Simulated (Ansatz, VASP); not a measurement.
## Cross-check of Al6Si5H4O21 between VASP and Ansatz

Wanted: the spread between two codes on one cell, functional and k mesh. The cell is taken from a series of runs on this material, whose earlier steps may have relaxed, scaled, displaced or heated it; both programs get it as it stands.

Method: plane waves, with VASP 6.6.1 beside it; PBE, in Ansatz 0.2.0.

### 1. Set-up

The cell holds 36 atoms: 5 Si, 6 Al, 4 H and 21 O. Cell: a = 7.604 Å, b = 7.682 Å, c = 7.620 Å, α = 91.8°, β = 89.7°, γ = 97.4°.

### 2. VASP: single point, PBE

With cell and atoms fixed, the geometry can't cause a difference; cores, projectors, grids and the points listed under the comparison can.

Lines of VASP's logs that name or quote its potential files are left out, and so is its time.

The input, INCAR:

```
SYSTEM = Al6Si5H4O21
PREC = Accurate
ENCUT = 600
EDIFF = 1E-06
NELM = 120
ISMEAR = 0
SIGMA = 0.01
LREAL = Auto
ALGO = Normal
GGA = PE
NBANDS = 112
LORBIT = 11
LWAVE = .FALSE.
LCHARG = .FALSE.
ISIF = 2
LASPH = .TRUE.
GGA_COMPAT = .FALSE.
EFERMI = MIDGAP
KPAR = 4
```

The input, POSCAR:

```
Al6Si5H4O21
1.0
    7.5874613300     -0.4961058900      0.0175523600
   -0.4961058900      7.6648886300     -0.1201451200
    0.0175523600     -0.1201451200      7.6189954400
Si Al H O
5 6 4 21
Direct
    0.6565774600      0.1070511400      0.5024529100
    0.2237016300      0.9468528300      0.7102688700
    0.4400297400      0.4522431500      0.0321022400
    0.1045066400      0.8056841800      0.3459510700
    0.3741350300      0.3759045900      0.4064462400
    0.5375494500      0.7306890800      0.6256641800
    0.5062883100      0.7637019800      0.2557078900
    0.1672184700      0.3402450600      0.7508941400
    0.8541144700      0.0413529000      0.1588469400
    0.9178113100      0.6308980100      0.6705381000
    0.7903559700      0.2767657100      0.8612200300
    0.4740932200      0.2106877600      0.8787810400
    0.0458267500      0.8130762600      0.9330032600
    0.5904791500      0.9281631700      0.9995200000
    0.9458890600      0.2329031100      0.4196702000
    0.9799470800      0.8772574000      0.1975938600
    0.3970583800      0.8530143700      0.7428557200
    0.3340350700      0.3496499400      0.1959862600
    0.1950292800      0.3398952600      0.5202865400
    0.9185849700      0.1985771800      0.0136855500
    0.5134034000      0.2360154300      0.4577286500
    0.8366841700      0.1632640500      0.3717691100
    0.6007524900      0.8963815900      0.4503839500
    0.0533244800      0.8099027100      0.8033066800
    0.2388406300      0.1370911800      0.8076555900
    0.3122479400      0.4905481600      0.8743212200
    0.5637256200      0.2998499100      0.9379299200
    0.5795951700      0.6089100800      0.1063933800
    0.7218782700      0.1174361300      0.6997047700
    0.6227806400      0.9516579900      0.1226751900
    0.7069498500      0.6563848700      0.7301695400
    0.9549740700      0.4263017400      0.7588203500
    0.2797439800      0.7679266500      0.2398750500
    0.1637323600      0.9568675100      0.5063777700
    0.9947172600      0.6482254200      0.4562167900
    0.4685552200      0.5803165000      0.4469409700
```

The input, KPOINTS:

```
Automatic mesh
0
Gamma
2 2 2
0 0 0
```

Potentials, in the order of the species: Si, Al, H and O (PBE family, release 64).

On the command line:

```console
$ mpirun -np 4 vasp_std
```

Numbers of over 12 decimals in the logs are rounded to 6 here.

The program printed:

```text
[banner, memory and clock lines left out]
running    4 mpi-ranks, on    1 nodes
[...]
LDA part: xc-table for (Slater+PW92), standard interpolation
 POSCAR, INCAR and KPOINTS ok, starting setup
[...]
entering main loop
       N       E                     dE             d eps       ncg     rms          rms(c)
DAV:   1     0.111476865453E+04    0.11148E+04   -0.92662E+04  1792   0.154E+03
DAV:   2    -0.194764057844E+03   -0.13095E+04   -0.12766E+04  2176   0.331E+02
DAV:   3    -0.291827799536E+03   -0.97064E+02   -0.96551E+02  2136   0.951E+01
DAV:   4    -0.293302091450E+03   -0.14743E+01   -0.14703E+01  2184   0.126E+01
[...]
DAV:  15    -0.256777484832E+03   -0.52547E-06   -0.42631E-05  2064   0.270E-02    0.144E-02
DAV:  16    -0.256777486403E+03   -0.15709E-05   -0.14800E-05  1952   0.141E-02    0.577E-03
DAV:  17    -0.256777485933E+03    0.46966E-06   -0.22597E-06  1744   0.803E-03
   1 F= -.25677749E+03 E0= -.25677749E+03  d E =0.000000E+00
```

OUTCAR, selected parts (step 2):

```text
  Total        4.4892027      4.4627460      4.5471473     -0.2417949     -0.0155094      0.1690794
  in kB       16.3053327     16.2092386     16.5157946     -0.8782287     -0.0563322      0.6141171
  external PRESSURE =      16.3434553 kB  Pullay stress =       0.0000000 kB

 POSITION                                       TOTAL-FORCE (eV/Angst)
 -----------------------------------------------------------------------------------
      4.93747      0.43444      3.82685        -0.002698      0.008128     -0.087848
      1.24006      7.06121      5.30170        -0.074465     -0.033150      0.033945
      3.11491      3.24424      0.19798         0.005767     -0.039180     -0.006447
      0.39931      6.08207      2.54083        -0.021971      0.005897     -0.036207
      2.65938      2.64682      3.05812         0.025837     -0.018036     -0.031766
      3.72712      5.25880      4.68858         0.000835      0.009990     -0.024920
      3.46705      5.57180      1.86537         0.033352      0.016405      0.005128
      1.11315      2.43477      5.68312        -0.036398     -0.001762      0.025614
      6.46283     -0.12585      1.22028        -0.033509      0.001111      0.038647
      6.66264      4.29987      5.04914         0.047497     -0.012754      0.031133
      5.87461      1.62581      6.54225        -0.014220      0.037472      0.000837
      3.50807      1.27412      6.67844        -0.046652     -0.050232     -0.024866
     -0.03929      6.09731      7.01166        -0.018761     -0.005382      0.068482
      4.03731      6.70124      7.51419        -0.032432     -0.013536     -0.087425
[...]
-----------------------------------------------------------------------------------
    total drift:                                0.013814      0.002318     -0.010909

  FREE ENERGIE OF THE ION-ELECTRON SYSTEM (eV)
  ---------------------------------------------------
  free  energy   TOTEN  =      -256.7774859330 eV

  energy  without entropy=     -256.7774859330  energy(sigma->0) =     -256.77748593

[... 3 further parts left out ...]
[key lines of the parts left out:]
E-fermi :   3.4139
```

The run ends at a pressure of 1.63 GPa, with forces up to 0.12 eV/Å.

### 3. Ansatz: single point, PBE

Ansatz runs on its default PAW (the set named soft_2) files.

The same cell, functional and mesh now go to Ansatz, which takes its cutoff from its data sets.

The input, input.yaml:

```yaml
crystal:
  lattice:
    - [7.58746133, -0.49610589, 0.01755236]
    - [-0.49610589, 7.66488863, -0.12014512]
    - [0.01755236, -0.12014512, 7.61899544]
  atoms:
    - { symbol: Si, position: [0.65657746, 0.10705114, 0.50245291] }
    - { symbol: Si, position: [0.22370163, 0.94685283, 0.71026887] }
    - { symbol: Si, position: [0.44002974, 0.45224315, 0.03210224] }
    - { symbol: Si, position: [0.10450664, 0.80568418, 0.34595107] }
    - { symbol: Si, position: [0.37413503, 0.37590459, 0.40644624] }
    - { symbol: Al, position: [0.53754945, 0.73068908, 0.62566418] }
    - { symbol: Al, position: [0.50628831, 0.76370198, 0.25570789] }
    - { symbol: Al, position: [0.16721847, 0.34024506, 0.75089414] }
    - { symbol: Al, position: [0.85411447, 0.0413529, 0.15884694] }
    - { symbol: Al, position: [0.91781131, 0.63089801, 0.6705381] }
    - { symbol: Al, position: [0.79035597, 0.27676571, 0.86122003] }
    - { symbol: H, position: [0.47409322, 0.21068776, 0.87878104] }
    - { symbol: H, position: [0.04582675, 0.81307626, 0.93300326] }
    - { symbol: H, position: [0.59047915, 0.92816317, -0.00048] }
    - { symbol: H, position: [0.94588906, 0.23290311, 0.4196702] }
    - { symbol: O, position: [0.97994708, 0.8772574, 0.19759386] }
    - { symbol: O, position: [0.39705838, 0.85301437, 0.74285572] }
    - { symbol: O, position: [0.33403507, 0.34964994, 0.19598626] }
    - { symbol: O, position: [0.19502928, 0.33989526, 0.52028654] }
    - { symbol: O, position: [0.91858497, 0.19857718, 0.01368555] }
    - { symbol: O, position: [0.5134034, 0.23601543, 0.45772865] }
    - { symbol: O, position: [0.83668417, 0.16326405, 0.37176911] }
    - { symbol: O, position: [0.60075249, 0.89638159, 0.45038395] }
    - { symbol: O, position: [0.05332448, 0.80990271, 0.80330668] }
    - { symbol: O, position: [0.23884063, 0.13709118, 0.80765559] }
    - { symbol: O, position: [0.31224794, 0.49054816, 0.87432122] }
    - { symbol: O, position: [0.56372562, 0.29984991, 0.93792992] }
    - { symbol: O, position: [0.57959517, 0.60891008, 0.10639338] }
    - { symbol: O, position: [0.72187827, 0.11743613, 0.69970477] }
    - { symbol: O, position: [0.62278064, 0.95165799, 0.12267519] }
    - { symbol: O, position: [0.70694985, 0.65638487, 0.73016954] }
    - { symbol: O, position: [0.95497407, 0.42630174, 0.75882035] }
    - { symbol: O, position: [0.27974398, 0.76792665, 0.23987505] }
    - { symbol: O, position: [0.16373236, 0.95686751, 0.50637777] }
    - { symbol: O, position: [-0.00528274, 0.64822542, 0.45621679] }
    - { symbol: O, position: [0.46855522, 0.5803165, 0.44694097] }
  symmetry: { detect: false }
kpoints:
  mp_grid: { grid: [2, 2, 2] }
scf:
  occupations: { method: fixed }
hamiltonian:
  xc: pbe
output:
  forces: true
  stress: true
  efg:
    quadrupole_moments_barn: { Al: 0.1466, H: 0.00285783, O: -0.02558 }
  write_density: true
  write_potential: true
  elf: true
  volumetric_format: npy
```

On the command line:

```console
$ ansatz run input.yaml --threads 8 --pin off --max-ram 14336MiB --backend cpu --events-out ev --progress --plain --runs-dir out
```

The program printed:

```text
Engine: ansatz 0.2.0, aarch64-unknown-linux-gnu
Pseudopotentials: kind: paw
Pseudopotential: Si, paw, valence charge 4, recommended cutoff 420 eV (normal), Si.paw.azcp
Pseudopotential: Al, paw, valence charge 3, recommended cutoff 420 eV (normal), Al.paw.azcp
Pseudopotential: H, paw, valence charge 1, recommended cutoff 420 eV (normal), H.paw.azcp
Pseudopotential: O, paw, valence charge 6, recommended cutoff 420 eV (normal), O.paw.azcp
Functional definition: PBE
  parameter kappa = 0.804
  parameter beta = 0.066725
  exchange = pbe_x(kappa = kappa, mu = beta*pi^2/3)
  correlation = pbe_c(beta = beta)
Crystal: 36 atoms, lattice volume = 441.113 Å³
Basis set: ecut = 420 eV, 8613 PW (Γ), exchange–correlation on 108×108×108 points (8 copies of the dense FFT grid, shifted against one another)
Bands: 120, of which v1, the nominal top of the filled ones, is band 84 counted from 1 (83 counted from 0)
Symmetry: 1 space group operations
k-points: 8
Non-local potential: Si, projectors of the file, l = 0: 2, l = 1: 2, l = 2: 2
Non-local potential: Al, projectors of the file, l = 0: 2, l = 1: 2, l = 2: 1
Non-local potential: H, projectors of the file, l = 0: 2, l = 1: 1
Non-local potential: O, projectors of the file, l = 0: 2, l = 1: 2, l = 2: 1
PAW form: soft (Blöchl's): semilocal exchange-correlation on the pseudo side does not see the compensation charge
PAW one-centre angular grid: Si, 110 points (default); XC on 64 Gauss nodes
PAW one-centre angular grid: Al, 110 points (default); XC on 64 Gauss nodes
PAW one-centre angular grid: H, 110 points (default); XC on 64 Gauss nodes
PAW one-centre angular grid: O, 110 points (default); XC on 64 Gauss nodes
Initial density: superposition of atomic densities (neutral atoms: chi_scale 0, normalization atom), corrected by the library's trained network
Initial wavefunctions: pseudopotential atomic-orbital guess
Functional: x = pbe(κ = 0.804, μ = 0.219515), c = pbe(β = 0.066725)
SCF iter   1: F=—  HF=-18420.670566 eV  |F-HF|=—  |Δ(HF+E_count)|=         —  Δρ=2.32e-3  dr2=2.46e-2  ethr=1.77e-3  ⟨swp⟩=4.8  Hψ=3595  notcnv=0  defer=269
preconditioner: auto → Resta (q_TF=auto, 2.323 Å⁻¹)  ε∞=3.0  [insulator: Δε(μ)=4.288 eV  Ē_g=16.164 eV  n_scr=86 (ndim 8)  ℏωp=22.9 eV  f_vac=0.132  ε∞_Penn≈3.0]
SCF iter   2: F=—  HF=-18420.670951 eV  |F-HF|=—  |Δ(HF+E_count)|=   3.85e-4  Δρ=1.31e-3  dr2=5.88e-3  ethr=1.46e-5  ⟨swp⟩=2.5  Hψ=1629  notcnv=0  defer=272
SCF iter   3: F=—  HF=-18420.671043 eV  |F-HF|=—  |Δ(HF+E_count)|=   9.23e-5  Δρ=5.61e-4  dr2=1.67e-3  ethr=3.50e-6  ⟨swp⟩=2.0  Hψ=1216  notcnv=0  defer=272
SCF iter   4: F=—  HF=-18420.671207 eV  |F-HF|=—  |Δ(HF+E_count)|=   1.64e-4  Δρ=1.50e-4  dr2=1.17e-4  ethr=9.94e-7  ⟨swp⟩=2.0  Hψ=1239  notcnv=0  defer=272
SCF iter   5: F=—  HF=-18420.671221 eV  |F-HF|=—  |Δ(HF+E_count)|=   1.42e-5  Δρ=7.70e-5  dr2=2.54e-5  ethr=6.95e-8  ⟨swp⟩=2.0  Hψ=1391  notcnv=0  defer=259
SCF iter   6: F=—  HF=-18420.672019 eV  |F-HF|=—  |Δ(HF+E_count)|=   7.98e-4  Δρ=4.62e-5  dr2=7.73e-6  ethr=1.51e-8  ⟨swp⟩=2.0  Hψ=1421  notcnv=0  defer=243
SCF iter   7: F=—  HF=-18420.672018 eV  |F-HF|=—  |Δ(HF+E_count)|=   8.50e-7  Δρ=1.19e-5  dr2=6.08e-7  ethr=4.60e-9  ⟨swp⟩=2.0  Hψ=1355  notcnv=0  defer=243
SCF iter   8: F=—  HF=-18420.672018 eV  |F-HF|=—  |Δ(HF+E_count)|=   1.66e-7  Δρ=7.91e-6  dr2=2.29e-7  ethr=3.62e-10  ⟨swp⟩=2.0  Hψ=1391  notcnv=0  defer=243
SCF iter   9: F=-18420.672018 eV  HF=-18420.672018 eV  |F-HF|=3.99e-9  |Δ(HF+E_count)|=   9.97e-9  Δρ=1.32e-6  dr2=7.92e-9  ethr=5.95e-11  ⟨swp⟩=23.9  Hψ=9436  notcnv=0
SCF 1 converged in 9 iterations: F = -18420.672018 eV  dr2 = 7.92e-9
  greatest PAW one-centre occupation: 0.866 electrons in one spin orbital (limit 2), on the O atom at site 27 (counted from 0), in its partial waves of l = 0
SCF converged after 9 iterations
Free energy (F): -18420.672018 eV
Harris-Foulkes:  -18420.672018 eV  (|F-HF|=3.99e-9)
Internal energy: -18420.672018 eV  (E = F + TS)
E sigma→0 (E₀):  -18420.672018 eV
Fermi energy:    2.489382 eV
--- Per-component energies (eV) ---
  E_band       = -757.880874
  E_kinetic    = 4165.168097
  E_local      = -10939.808539  (includes V_loc(G=0)·N_el)
  E_nonlocal   = 1194.724373
  E_hartree    = 4039.628259
  E_xc         = -2113.873346
  E_vxc        = -2449.352963  (∫ρ·V_xc dr)
  E_paw        = -8708.207513  (= ΣΔE_a)
  E_vpaw       = -807.915709  (= ΣTr[D̂ρ^β])
  E_aug_tail   = 0.048819  (compensation charges beyond the density's cutoff)
  E_ewald      = -6058.352168
  E_smearing   = -0.000000  (= −TS)
  E_closure    = -0.000000  (closes the sum)
  Σ components = -18420.672018   (vs F -18420.672018, Δ=0.00e0)
--- Forces (eV/Å), atoms counted from 1 ---
  atom   1  Si    -0.00036059     0.00413247    -0.01571985
  atom   2  Si    -0.03596630    -0.01187435     0.01527921
  atom   3  Si    -0.00183420     0.00266191     0.01211394
[...]
atom  10  Al V_zz =    -3.787505   η = 0.9273   by run symmetry: not_imposed   C_q = -13.4258 MHz
            electrostatic potential = -1225.843676 V   contact ρ = none
  atom  11  Al V_zz =    +3.193245   η = 0.9615   by run symmetry: not_imposed   C_q = +11.3193 MHz
            electrostatic potential = -1225.561097 V   contact ρ = none
  atom  12  H  V_zz =    +3.019930   η = 0.1259   by run symmetry: not_imposed   C_q = +0.2087 MHz
            electrostatic potential = -35.109334 V   contact ρ = none
  atom  13  H  V_zz =    +3.392436   η = 0.1051   by run symmetry: not_imposed   C_q = +0.2344 MHz
            electrostatic potential = -35.146388 V   contact ρ = none
  atom  14  H  V_zz =    +3.952204   η = 0.0778   by run symmetry: not_imposed   C_q = +0.2731 MHz
            electrostatic potential = -35.932359 V   contact ρ = none
  atom  15  H  V_zz =    +3.274775   η = 0.1237   by run symmetry: not_imposed   C_q = +0.2263 MHz
            electrostatic potential = -34.731487 V   contact ρ = none
  atom  16  O  V_zz =    +6.835491   η = 0.5282   by run symmetry: not_imposed   C_q = -4.2279 MHz
            electrostatic potential = -619.329855 V   contact ρ = none
  atom  17  O  V_zz =    +6.873171   η = 0.5540   by run symmetry: not_imposed   C_q = -4.2512 MHz
            electrostatic potential = -619.154201 V   contact ρ = none
  atom  18  O  V_zz =    +8.827690   η = 0.3334   by run symmetry: not_imposed   C_q = -5.4601 MHz
            electrostatic potential = -618.754992 V   contact ρ = none
  atom  19  O  V_zz =    +6.529108   η = 0.9803   by run symmetry: not_imposed   C_q = -4.0384 MHz
            electrostatic potential = -619.329826 V   contact ρ = none
  atom  20  O  V_zz =    +3.081866   η = 0.6540   by run symmetry: not_imposed   C_q = -1.9062 MHz
            electrostatic potential = -620.113911 V   contact ρ = none
  atom  21  O  V_zz =   +10.766261   η = 0.0332   by run symmetry: not_imposed   C_q = -6.6592 MHz
            electrostatic potential = -618.194038 V   contact ρ = none
  atom  22  O  V_zz =   -12.283556   η = 0.9410   by run symmetry: not_imposed   C_q = +7.5976 MHz
            electrostatic potential = -616.825672 V   contact ρ = none
  atom  23  O  V_zz =    +6.862921   η = 0.7399   by run symmetry: not_imposed   C_q = -4.2449 MHz
            electrostatic potential = -617.977029 V   contact ρ = none
  atom  24  O  V_zz =   -12.336649   η = 0.8568   by run symmetry: not_imposed   C_q = +7.6305 MHz
            electrostatic potential = -617.146597 V   contact ρ = none
  atom  25  O  V_zz =    +6.160725   η = 0.7253   by run symmetry: not_imposed   C_q = -3.8105 MHz
            electrostatic potential = -619.012048 V   contact ρ = none
  atom  26  O  V_zz =    +6.638223   η = 0.4047   by run symmetry: not_imposed   C_q = -4.1059 MHz
            electrostatic potential = -619.343967 V   contact ρ = none
  atom  27  O  V_zz =   -11.886979   η = 0.6289   by run symmetry: not_imposed   C_q = +7.3524 MHz
            electrostatic potential = -617.155863 V   contact ρ = none
  atom  28  O  V_zz =    +5.880733   η = 0.8550   by run symmetry: not_imposed   C_q = -3.6374 MHz
            electrostatic potential = -619.682397 V   contact ρ = none
  atom  29  O  V_zz =    +6.230035   η = 0.3495   by run symmetry: not_imposed   C_q = -3.8534 MHz
            electrostatic potential = -618.991601 V   contact ρ = none
  atom  30  O  V_zz =   +11.925814   η = 0.7735   by run symmetry: not_imposed   C_q = -7.3764 MHz
            electrostatic potential = -618.026073 V   contact ρ = none
  atom  31  O  V_zz =    +3.821575   η = 0.6283   by run symmetry: not_imposed   C_q = -2.3637 MHz
            electrostatic potential = -620.165060 V   contact ρ = none
  atom  32  O  V_zz =    -5.840882   η = 0.1890   by run symmetry: not_imposed   C_q = +3.6127 MHz
            electrostatic potential = -618.599295 V   contact ρ = none
  atom  33  O  V_zz =    +7.458131   η = 0.2718   by run symmetry: not_imposed   C_q = -4.6130 MHz
            electrostatic potential = -619.851849 V   contact ρ = none
  atom  34  O  V_zz =    +8.960754   η = 0.2542   by run symmetry: not_imposed   C_q = -5.5424 MHz
            electrostatic potential = -618.870635 V   contact ρ = none
  atom  35  O  V_zz =    +7.184068   η = 0.1020   by run symmetry: not_imposed   C_q = -4.4435 MHz
            electrostatic potential = -619.614047 V   contact ρ = none
  atom  36  O  V_zz =    +7.050054   η = 0.9365   by run symmetry: not_imposed   C_q = -4.3606 MHz
            electrostatic potential = -618.641555 V   contact ρ = none
--- Band table (eV; the first three rows and the last of 8) ---
  k-point 0: bands = [... 80 lower, 2.0170, 2.0643, 2.1139, 2.4579, 6.7608, 9.3034, 9.5095, 9.7390, ... 32 higher]
  k-point 1: bands = [... 80 lower, 1.9836, 2.0862, 2.1058, 2.4894, 7.6367, 8.1208, 9.6655, 9.7966, ... 32 higher]
  k-point 2: bands = [... 80 lower, 1.9795, 2.0351, 2.1015, 2.4544, 7.7728, 7.9573, 9.5180, 9.8008, ... 32 higher]
  k-point 7: bands = [... 80 lower, 2.0016, 2.0677, 2.2641, 2.4181, 8.7436, 8.9286, 9.1741, 9.2611, ... 32 higher]
```

In the SCF lines HF is the Harris–Foulkes energy and dr2 the Hartree energy of the density residual, in eV; the loop may stop once dr2 is under the threshold and the program's other checks hold. Hψ counts applications of the Hamiltonian.

The run ends at a pressure of 1.79 GPa, with forces up to 0.041 eV/Å.

### 4. Side by side

Known differences besides the potentials themselves: fixed occupations in Ansatz, narrow Gaussian smearing in VASP; the cutoff is 420 eV in Ansatz and 600 eV in VASP (PREC = Accurate, projectors in real space). Total energies have different zeros and are not compared.

Compared:

```
              quantity  Ansatz   VASP  difference
        pressure (GPa)    1.79   1.63       +0.15
gap on the k mesh (eV)   4.271  4.266      +0.005
```

Forces on 7 of the 36 atoms, those with the largest forces and the largest differences (eV/Å; atoms numbered as in POSCAR):

| atom | Ansatz x, y, z | VASP x, y, z |
| --- | --- | --- |
| Si1 | 0.000, 0.004, -0.016 | -0.003, 0.008, -0.088 |
| Si2 | -0.036, -0.012, 0.015 | -0.074, -0.033, 0.034 |
| H12 | -0.004, 0.006, 0.005 | -0.047, -0.050, -0.025 |
| H13 | -0.002, -0.003, 0.002 | -0.019, -0.005, 0.068 |
| H14 | 0.001, -0.006, 0.000 | -0.032, -0.014, -0.087 |
| O29 | 0.008, 0.011, 0.015 | 0.021, 0.030, 0.077 |
| O30 | 0.015, 0.010, 0.020 | 0.057, 0.006, 0.103 |

The forces differ by 30 meV/Å r.m.s., where the r.m.s. force is 0.010 eV/Å in Ansatz and 0.032 eV/Å in VASP: the atoms lie near their places of rest in Ansatz, so a percentage would say little (all taken over all components). A gap on the mesh is an upper bound, since the band edges may lie between its points.

### 5. Outcome

* r.m.s. force difference (single point, PBE): 30 meV/Å

The r.m.s. force difference is 30 meV/Å (single point, PBE), beyond the 12 meV/Å picked in this series as the mark of a large difference. What causes the difference of the single point, PBE pair stays open here. Such differences can come from data sets, numerical settings and the points named under the comparisons, not from the functional's error against experiment.

[Lines on the potential files, build, host, timing and source positions are cut from VASP's logs without a mark.]

[Logs are printed without paths, hosts, clocks, repeated set-up lines and the standing remarks that a program may print on its own settings, such as how far it seeks lower states.]

[Hosts, paths, dates, database ids (printed as entryN), source tags and the programs' standing remarks are cut or masked in the printed files.]
